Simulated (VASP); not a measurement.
An input for Quantum ESPRESSO's pw.x (written as the equivalent of a VASP run, and not itself run):

```
&CONTROL
  calculation = 'vc-relax'
  pseudo_dir = './pseudo'
  outdir = './out'
  tprnfor = .true.
  tstress = .true.
  nstep = 60
  forc_conv_thr = 0.00078
/
&SYSTEM
  ibrav = 0
  nat = 3
  ntyp = 2
  ecutwfc = 72
  occupations = 'smearing'
  smearing = 'gaussian'
  degauss = 0.003675
  input_dft = 'vdw-df-obk8'
/
&ELECTRONS
  conv_thr = 7.3e-08
  electron_maxstep = 100
/
&IONS
/
&CELL
/
ATOMIC_SPECIES
  Sn 118.710 Sn.upf
  S 32.060 S.upf
CELL_PARAMETERS angstrom
     3.6596851    0.0000000    0.0000000
    -1.8298426    3.1693806   -0.0000000
     0.0000000    0.0000000    5.9081302
ATOMIC_POSITIONS crystal
  Sn   1.0000000  0.0000000  0.0000000
  S    0.3333330  0.6666670  0.2487160
  S    0.6666670  0.3333330  0.7512840
K_POINTS automatic
  6 6 4 0 0 0
```

### Question
Translate this input to VASP (INCAR, KPOINTS, POSCAR, choice of POTCAR).

### Answer
This is not unique; one that fits is 
### KPOINTS
```
Regular mesh
0
G
 6 6 4
```

**POSCAR**
```
SnS2
1
    3.6596851242     0.0000000000     0.0000000000
   -1.8298425621     3.1693805658    -0.0000000000
    0.0000000000     0.0000000000     5.9081302443
Sn S
1 2
Direct
  1.0000000000   0.0000000000   0.0000000000
  0.3333330000   0.6666670000   0.2487159659
  0.6666670000   0.3333330000   0.7512840341
```

INCAR:
```
SYSTEM = SnS2
PREC = Accurate; ENCUT = 480; LREAL = .FALSE.
LASPH = .TRUE.
EDIFF = 1E-6; NELM = 100; ALGO = Normal
LMAXMIX = 4
ISMEAR = 0; SIGMA = 0.05
GGA = BO; LUSE_VDW = .TRUE.; AGGAC = 0.0
PARAM1 = 0.1833333333; PARAM2 = 0.22
IBRION = 2; NSW = 60; ISIF = 3
EDIFFG = -0.02
LWAVE = .FALSE.; LCHARG = .FALSE.
```

POTCAR, in this order: Sn_d S (PBE.64 set). Program: vasp_std.

What does not carry over: the potentials are each code's own (VASP's PAW set, PseudoDojo norm-conserving files in pw.x), so ENCUT and ecutwfc are chosen apart and not converted; conv_thr bounds pw.x's estimated SCF error, while EDIFF bounds the energy change between steps; forc_conv_thr acts on force components and is met together with etot_conv_thr.

The compound is SnS2 in the 1T layered structure. This run relaxes it. Symmetry was kept, so distortions that lower it aren't found. The start is the result of an earlier pass.
